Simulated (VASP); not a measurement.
An input for Quantum ESPRESSO's pw.x (written as the equivalent of a VASP run, and not itself run):

```
&CONTROL
  calculation = 'scf'
  pseudo_dir = './pseudo'
  outdir = './out'
  tprnfor = .true.
  tstress = .true.
/
&SYSTEM
  ibrav = 0
  nat = 2
  ntyp = 2
  ecutwfc = 92
  occupations = 'smearing'
  smearing = 'methfessel-paxton'
  degauss = 0.00735
  input_dft = 'pbesol'
/
&ELECTRONS
  conv_thr = 7.3e-09
  electron_maxstep = 100
/
ATOMIC_SPECIES
  Zn 65.380 Zn.upf
  Cu 63.546 Cu.upf
CELL_PARAMETERS angstrom
     2.9069130    0.0000000    0.0000000
     0.0000000    2.9069130    0.0000000
     0.0000000    0.0000000    2.8633093
ATOMIC_POSITIONS crystal
  Zn   0.5000000  0.5000000  0.5000000
  Cu   0.0000000  0.0000000  0.0000000
K_POINTS automatic
  12 12 12 0 0 0
```

**Question.** Translate this input to VASP (INCAR, KPOINTS, POSCAR, choice of POTCAR).

**Answer.** One answer among several that fit: 
INCAR:
```
SIGMA=0.1   ! width (eV)
SYSTEM=CuZn
PREC=Accurate
LMAXMIX=4
GGA=PS
NELM=100
ISMEAR=1   ! Methfessel-Paxton
ISIF=2
LREAL=.FALSE.   ! projection in real space or not
LWAVE=.FALSE.
ALGO=Normal   ! blocked Davidson
ENCUT=480   ! plane-wave cut-off (eV)
EDIFF=1E-7
LASPH=.TRUE.
LCHARG=.FALSE.
```

**POSCAR**
```
CuZn
1
    2.9069129820     0.0000000000     0.0000000000
    0.0000000000     2.9069129820     0.0000000000
    0.0000000000     0.0000000000     2.8633092873
Zn Cu
1 1
Direct
  0.5000000000   0.5000000000   0.5000000000
  0.0000000000   0.0000000000   0.0000000000
```

### KPOINTS
```
Automatic mesh
0
Gamma
12 12 12
0 0 0
```

POTCAR, in this order: Zn Cu (PBE.64 set). Program: vasp_std.

Limits of the translation: the potentials are each code's own (VASP's PAW set, PseudoDojo norm-conserving files in pw.x), so ENCUT and ecutwfc are chosen apart and not converted; conv_thr bounds pw.x's estimated SCF error, while EDIFF bounds the energy change between steps.

The compound is CuZn in the CsCl type structure. This cell was strained or had an atom moved on purpose.
